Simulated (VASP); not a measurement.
Wanted: the native input for a VASP 6.6.1 run.

```yaml
Task: relaxation of cell and atoms
Functional: PBE
Potentials_or_basis: VASP PAW PBE potentials, release 64 (Sn_d, C)
Cutoff: 520 eV
k_mesh: 5 × 5 × 2
Occupations: gaussian, width 0.15 eV
Spin: no spin polarisation
Further_INCAR_settings: PREC = Normal; ALGO = Fast; EDIFF = 0.0001; IBRION = 2; EDIFFG = -0.08; NSW = 24; ISIF = 3
```

The structure of Sn2C lies in POSCAR:

```
Sn2C
1.0
    3.6000000000      0.0000000000      0.0000000000
    0.0000000000      3.6000000000      0.0000000000
    0.0000000000      0.0000000000     10.1000000000
Sn C
4 2
Direct
    0.5000000000      0.0000000000      0.8750000000
    0.0000000000      0.5000000000      0.1250000000
    0.5000000000      0.0000000000      0.3750000000
    0.0000000000      0.5000000000      0.6250000000
    0.0000000000      0.0000000000      0.0000000000
    0.5000000000      0.5000000000      0.5000000000
```

The cell was built by a generator and needn't be a form met in nature.

The input as run:

INCAR

```
SYSTEM = Sn2C
PREC = Normal
ENCUT = 520
EDIFF = 1E-4
ISMEAR = 0
SIGMA = 0.15
LREAL = .False.
LASPH = .True.
NELM = 60
ALGO = Fast
ISIF = 3
LWAVE = .False.
LCHARG = .False.
GGA = PE
IBRION = 2
NSW = 24
EDIFFG = -0.08
```

KPOINTS

```
Automatic mesh
0
Gamma
  5 5 2
  0 0 0
```

Potentials or basis: VASP PAW PBE potentials, release 64 (Sn_d, C).

Run with:

```sh
$ cat potpaw_PBE.64/Sn_d/POTCAR potpaw_PBE.64/C/POTCAR > POTCAR
$ mpirun -np 1 vasp_std > vasp.out
```

It gave:

- Relaxed volume: 21.04 Å³/atom
- Relaxed cell: a = 3.503 Å, b = 3.503 Å, c = 10.290 Å, α = 90.00°, β = 90.00°, γ = 90.00°
- Space group after relaxing (to 0.05 Å): P4_2/nmc (No. 137)
- Energy gained by relaxing: 28.9 meV/atom
- Ionic steps: 8
- Pressure after relaxing: 0.0 GPa
- Largest force after relaxing: 0.065 eV/Å
- Band gap on the k mesh: none (metal or under the smearing width)

Caveat: the relaxation stopped at a loose force limit of 0.08 eV/Å, so its end isn't a converged minimum.

It took 68 s on 1 thread of Intel(R) Xeon(R) 6975P-C (Granite Rapids) (shared host), peak memory 0.18 GiB.
